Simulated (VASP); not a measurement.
Input:

```xyz
3
Lattice="2.2463 -3.8908 0.0000 2.2463 3.8908 0.0000 0.0000 0.0000 4.9676" Properties=species:S:1:pos:R:3 pbc="T T T"
Se     0.4914     0.8511     3.3117
Se     3.5099     0.0000     0.0000
Se     0.4914    -0.8511     1.6559
```

These are MS2 meta-GGA, VASP's PBE PAW potentials (set 64) (plane waves; VASP) values and carry that method's errors. Numerical set-up: 520 eV cut-off, 7×7×5 Γ-centred mesh, tetrahedra with Blöchl corrections, potentials Se.

Give the energies of bands 4 to 12 at the high-symmetry points, in eV from the valence-band maximum.

| band | Γ | M | K | A | L | H |
|---|---|---|---|---|---|---|
| 4 | -3.73 | -4.86 | -4.71 | -4.71 | -5.57 | -5.45 |
| 5 | -3.73 | -4.43 | -4.71 | -3.29 | -4.25 | -4.63 |
| 6 | -3.53 | -3.22 | -2.65 | -3.29 | -4.05 | -4.63 |
| 7 | -2.06 | -2.66 | -2.65 | -1.50 | -1.70 | -0.97 |
| 8 | -2.06 | -1.77 | -2.48 | -1.50 | -1.23 | -0.28 |
| 9 | -0.45 | -0.96 | -1.39 | -1.09 | 0.00 | -0.28 |
| 10 | 2.36 | 2.37 | 3.27 | 1.68 | 1.96 | 1.46 |
| 11 | 2.36 | 2.82 | 3.27 | 1.73 | 2.98 | 3.20 |
| 12 | 2.70 | 4.27 | 4.03 | 1.73 | 3.44 | 3.20 |

The gap is indirect, 1.46 eV, from the valence maximum at L to the conduction minimum at H.

The compound is Se in the trig structure. It was relaxed first, which changed the volume by +6 %.
